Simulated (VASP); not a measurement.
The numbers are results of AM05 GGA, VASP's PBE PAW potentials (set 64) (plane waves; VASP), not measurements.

VASP input:

**INCAR**
```
SYSTEM = LiH
PREC = Accurate
ENCUT = 520
EDIFF = 1E-7
NELM = 100
ALGO = Normal
LREAL = .FALSE.
LASPH = .TRUE.
ISMEAR = 0
SIGMA = 0.05
GGA = AM
LWAVE = .FALSE.
LCHARG = .FALSE.
ISIF = 2
```

### KPOINTS
```
kpoints
0
gamma
  11 11 11
0 0 0
```

### POSCAR
```
LiH
1
    0.0000000000     1.9588087561     1.9588087561
    1.9588087561     0.0000000000     1.9588087561
    1.9588087561     1.9588087561     0.0000000000
Li H
1 1
Direct
  0.0000000000   0.0000000000   0.0000000000
  0.5000000000   0.5000000000   0.5000000000
```

POTCAR, in this order: Li_sv H (PBE.64 set). Program: vasp_std.

The run wrote:

### OUTCAR
```
 ion  position               nearest neighbor table
   1  0.000  0.000  0.000-
   2  0.500  0.500  0.500-
  LATTYP: Found a face centered cubic cell.
 ALAT       =     3.9176175122
 Subroutine PRICEL returns:
 Original cell was already a primitive cell.
 Subroutine GETGRP returns: Found 48 space group operations
The static configuration has the point symmetry O_h .
The dynamic configuration has the point symmetry O_h .
 Subroutine INISYM returns: Found 48 space group operations
 Subroutine IBZKPT returns following result:
 Found     56 irreducible k-points:

 Following reciprocal coordinates:
            Coordinates               Weight
  0.000000  0.000000  0.000000      1.000000
  0.090909  0.000000  0.000000      8.000000
  0.181818  0.000000  0.000000      8.000000
  0.272727  0.000000  0.000000      8.000000
  0.363636  0.000000  0.000000      8.000000
  0.454545  0.000000  0.000000      8.000000
  0.090909  0.090909  0.000000      6.000000
  0.181818  0.090909  0.000000     24.000000
  0.272727  0.090909  0.000000     24.000000
...
```

OSZICAR:
```
       N       E                     dE             d eps       ncg     rms          rms(c)
DAV:   1    -0.133760271295E+01   -0.13376E+01   -0.15561E+03   696   0.636E+02
DAV:   2    -0.609877225709E+01   -0.47612E+01   -0.45953E+01  1008   0.658E+01
DAV:   3    -0.617297622174E+01   -0.74204E-01   -0.74204E-01   774   0.779E+00
DAV:   4    -0.617384693773E+01   -0.87072E-03   -0.87072E-03   960   0.727E-01
DAV:   5    -0.617384885144E+01   -0.19137E-05   -0.19137E-05   804   0.313E-02    0.270E+00
DAV:   6    -0.601488828341E+01    0.15896E+00   -0.12969E-01   792   0.176E+00    0.137E+00
DAV:   7    -0.596149297127E+01    0.53395E-01   -0.17014E-01   864   0.227E+00    0.202E-01
DAV:   8    -0.596306540814E+01   -0.15724E-02   -0.57961E-03   792   0.743E-01    0.294E-02
DAV:   9    -0.596306035954E+01    0.50486E-05   -0.20829E-04  1002   0.849E-02    0.116E-02
DAV:  10    -0.596305900615E+01    0.13534E-05   -0.48883E-06   762   0.196E-02    0.141E-03
DAV:  11    -0.596305785469E+01    0.11515E-05   -0.37781E-07   816   0.782E-03    0.786E-04
DAV:  12    -0.596305696682E+01    0.88786E-06   -0.24103E-08   378   0.162E-03    0.746E-04
DAV:  13    -0.596305728774E+01   -0.32092E-06   -0.11442E-08   342   0.126E-03    0.937E-05
DAV:  14    -0.596305731371E+01   -0.25968E-07   -0.97304E-10   336   0.387E-04
   1 F= -.59630573E+01 E0= -.59630573E+01  d E =-.189042E-19
```

### OUTCAR
```
------------------------ aborting loop because EDIFF is reached ----------------------------------------
  FORCE on cell =-STRESS in cart. coord.  units (eV):
  Direction    XX          YY          ZZ          XY          YZ          ZX
  --------------------------------------------------------------------------------------
  Total        0.2231711      0.2231711      0.2231711     -0.0000000      0.0000000     -0.0000000
  in kB       23.7871533     23.7871533     23.7871533     -0.0000000      0.0000000     -0.0000000
  external PRESSURE =      23.7871533 kB  Pullay stress =       0.0000000 kB
  volume of cell :       15.03
      direct lattice vectors                 reciprocal lattice vectors
     0.000000000  1.958808756  1.958808756    -0.255257180  0.255257180  0.255257180
     1.958808756  0.000000000  1.958808756     0.255257180 -0.255257180  0.255257180
     1.958808756  1.958808756  0.000000000     0.255257180  0.255257180 -0.255257180
  FREE ENERGIE OF THE ION-ELECTRON SYSTEM (eV)
  ---------------------------------------------------
  free  energy   TOTEN  =        -5.9630573137 eV

  energy  without entropy=       -5.9630573137  energy(sigma->0) =       -5.96305731
```
(Selected blocks of OUTCAR.)

The compound is LiH in the rock salt structure. This cell is one point of a volume scan, at 0.94 of the reference volume.
